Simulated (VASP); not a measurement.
Level of theory: PBE GGA, VASP's PBE PAW potentials (set 64) (plane waves; VASP).

A VASP calculation is set up with these files.

### POSCAR
```
W16S
6.3448990
  1.0000000388   0.0000000000   0.0000000000
  0.5000000194   0.7071068312   0.0000000000
  0.0000000000   0.0000000000   3.2758501271
W S
16 1
Cart
  1.0001828530   0.3551079693   1.1204644992
  0.4998172052   0.3551079693   1.1204644992
  0.7500000291   0.0010353462   1.1199061915
  0.2500000097   0.0009563242   1.1185685754
  0.9999905161   0.0021958619   1.4600218583
  0.5000095421   0.0021958619   1.4600218583
  1.2500000485   0.3540266237   1.4588033623
  0.7500000291   0.3567228600   1.4582388266
  0.9999588192   0.3562313546   1.8175063885
  0.5000412391   0.3562313546   1.8175063885
  0.7500000291   0.0015657735   1.8054449514
  0.2500000097   0.0032927316   1.8142760374
  0.9877183994   0.0005840152   2.1573146401
  0.5122816587   0.0005840152   2.1573146401
  1.2500000486   0.3582417016   2.1609536389
  0.7500000291   0.3526170287   2.1554632030
  0.2500000098   0.0601188875   2.4262691824
```

INCAR:
```
# general
SYSTEM =W16S
PREC   =Normal
ENCUT  =400   # plane-wave cut-off (eV)
LREAL  =.FALSE.   # projection in real space or not
LASPH  =.TRUE.

# electronic loop
EDIFF  =1E-6
NELM   =100   # most electronic steps
NELMIN =4
ALGO   =Normal
LMAXMIX=6   # l cut-off of mixed one-centre charges

# smearing
ISMEAR =1   # Methfessel-Paxton
SIGMA  =0.1

# functional
GGA    =PE

# output
LWAVE  =.FALSE.
LCHARG =.FALSE.
LORBIT =11   # lm-projected
LVHAR  =.TRUE.

# other
LDIPOL =.TRUE.
IDIPOL =3
DIPOL  =0.5 0.5 0.5
```

File KPOINTS:
```
Automatic mesh
0
Gamma
5 6 1
0 0 0
```

POTCAR, in this order: W S (PBE.64 set). Program: vasp_std. Read from the step before: WAVECAR.

The run wrote:

### OSZICAR
```
       N       E                     dE             d eps       ncg     rms          rms(c)
DAV:   1    -0.203960882902E+03   -0.20396E+03   -0.33211E-03  3808   0.182E-01    0.103E-01
DAV:   2    -0.204022031826E+03   -0.61149E-01   -0.32331E-01  3864   0.180E+00    0.930E-01
DAV:   3    -0.203959588787E+03    0.62443E-01   -0.23257E-01  3880   0.164E+00    0.868E-02
DAV:   4    -0.203960125903E+03   -0.53712E-03   -0.54297E-03  3008   0.209E-01    0.114E-02
DAV:   5    -0.203960155769E+03   -0.29867E-04   -0.34509E-04  3272   0.471E-02    0.959E-03
DAV:   6    -0.203960155859E+03   -0.89981E-07   -0.38685E-05  2824   0.204E-02    0.773E-03
DAV:   7    -0.203960155854E+03    0.54915E-08   -0.34589E-06  1696   0.547E-03
   1 F= -.20396016E+03 E0= -.20395986E+03  d E =-.880947E-03
```

### OUTCAR
```
------------------------ aborting loop because EDIFF is reached ----------------------------------------
  FORCE on cell =-STRESS in cart. coord.  units (eV):
  Direction    XX          YY          ZZ          XY          YZ          ZX
  --------------------------------------------------------------------------------------
  Total      -13.4578162    -10.4009260      1.1660106      0.0000000     -0.7955975      0.0000000
  in kB      -36.4419795    -28.1643268      3.1574019      0.0000000     -2.1543725      0.0000000
  external PRESSURE =     -20.4829682 kB  Pullay stress =       0.0000000 kB
  volume of cell :      591.67
      direct lattice vectors                 reciprocal lattice vectors
     6.344899246  0.000000000  0.000000000     0.157606916 -0.111444915  0.000000000
     3.172449623  4.486521426  0.000000000     0.000000000  0.222889830  0.000000000
     0.000000000  0.000000000 20.784938196     0.000000000  0.000000000  0.048111762
 POSITION                                       TOTAL-FORCE (eV/Angst)
 -----------------------------------------------------------------------------------
      6.34606      2.25312      7.10923         0.004030      0.021040     -0.013951
      3.17129      2.25312      7.10923        -0.004030      0.021040     -0.013951
      4.75867      0.00657      7.10569        -0.000000      0.000192     -0.026354
      1.58622      0.00607      7.09720        -0.000000      0.032178     -0.060307
      6.34484      0.01393      9.26369        -0.025351      0.006537     -0.043518
      3.17251      0.01393      9.26369         0.025351      0.006537     -0.043518
      7.93112      2.24626      9.25596        -0.000000      0.033246     -0.027298
      4.75867      2.26337      9.25238         0.000000     -0.018570     -0.012907
      6.34464      2.26025     11.53189        -0.015966     -0.010292     -0.006659
      3.17271      2.26025     11.53189         0.015966     -0.010292     -0.006659
      4.75867      0.00993     11.45537        -0.000000      0.013216      0.025222
      1.58622      0.02089     11.51140         0.000000     -0.004035      0.028127
      6.26697      0.00371     13.68794        -0.014761      0.022115      0.046628
      3.25038      0.00371     13.68794         0.014761      0.022115      0.046628
      7.93112      2.27301     13.71103         0.000000     -0.049755      0.053850
      4.75867      2.23732     13.67620        -0.000000      0.034949      0.015125
      1.58622      0.38145     15.39443         0.000000     -0.120223      0.039542
 -----------------------------------------------------------------------------------
    total drift:                               -0.000007      0.000931     -0.003870
  FREE ENERGIE OF THE ION-ELECTRON SYSTEM (eV)
  ---------------------------------------------------
  free  energy   TOTEN  =      -203.9601558537 eV

  energy  without entropy=     -203.9592749072  energy(sigma->0) =     -203.95986220

 total charge

# of ion       s       p       d       tot
------------------------------------------
    1        0.685   0.551   4.072   5.307
    2        0.685   0.551   4.072   5.307
    3        0.682   0.550   4.062   5.293
    4        0.683   0.548   4.055   5.285
    5        0.687   0.712   4.216   5.615
    6        0.687   0.712   4.216   5.615
    7        0.683   0.706   4.204   5.593
    8        0.683   0.709   4.202   5.594
    9        0.677   0.703   4.193   5.573
   10        0.677   0.703   4.193   5.573
   11        0.689   0.716   4.214   5.619
   12        0.676   0.702   4.167   5.545
   13        0.670   0.647   4.130   5.447
   14        0.670   0.647   4.130   5.447
   15        0.658   0.602   4.124   5.384
   16        0.672   0.538   4.098   5.308
   17        1.353   2.334   0.000   3.686
--------------------------------------------------
tot         12.216  12.631  66.348  91.194
```
(Selected blocks of OUTCAR.)

**OUTCAR**
```
 val. band max:        0.9818680063   @ k =   0.2000   0.1667   0.0000

 cond. band min:       0.9939283515   @ k =  -0.2000   0.3333   0.0000


 Fermi energy:         0.9867589905

 k-point     1 :       0.0000    0.0000    0.0000
  band No.  band energies     occupation
      1     -12.6558      2.00000
      2      -8.0878      2.00000
      3      -6.5882      2.00000
      4      -5.3482      2.00000
      5      -5.1585      2.00000
      6      -5.0550      2.00000
      7      -4.9994      2.00000
      8      -4.9229      2.00000
      9      -4.8971      2.00000
     10      -4.8802      2.00000
     11      -4.6161      2.00000
     12      -4.5675      2.00000
     13      -4.3238      2.00000
     14      -4.2770      2.00000
     15      -4.1543      2.00000
     16      -3.7621      2.00000
     17      -3.7383      2.00000
     18      -3.6032      2.00000
     19      -3.3227      2.00000
     20      -2.9922      2.00000
     21      -2.5561      2.00000
     22      -2.5230      2.00000
     23      -2.4495      2.00000
     24      -2.4096      2.00000
     25      -2.3498      2.00000
     26      -2.2421      2.00000
     27      -2.1360      2.00000
     28      -2.1005      2.00000
     29      -1.9292      2.00000
     30      -1.8533      2.00000
     31      -1.8508      2.00000
     32      -1.7687      2.00000
     33      -1.2491      2.00000
     34      -0.9082      2.00000
     35      -0.8032      2.00000
     36      -0.6767      2.00000
     37      -0.5279      2.00000
     38      -0.4486      2.00000
     39      -0.3487      2.00000
     40      -0.3201      2.00000
     41      -0.3098      2.00000
     42      -0.1617      2.00000
     43      -0.0853      2.00000
     44      -0.0348      2.00000
     45       0.1334      2.00000
     46       0.8781      2.06386
     47       1.4215     -0.00000
     48       1.5024     -0.00000
     49       1.6291     -0.00000
     50       1.6646     -0.00000
     51       1.7402     -0.00000
...
```

The run did not end as a converged relaxation.  Unless said otherwise, spin-orbit coupling is left out, though it shifts the bands of the heavy elements here.

The cell is a thin slab with vacuum, built from W (bcc): (110) face, S adsorbed.
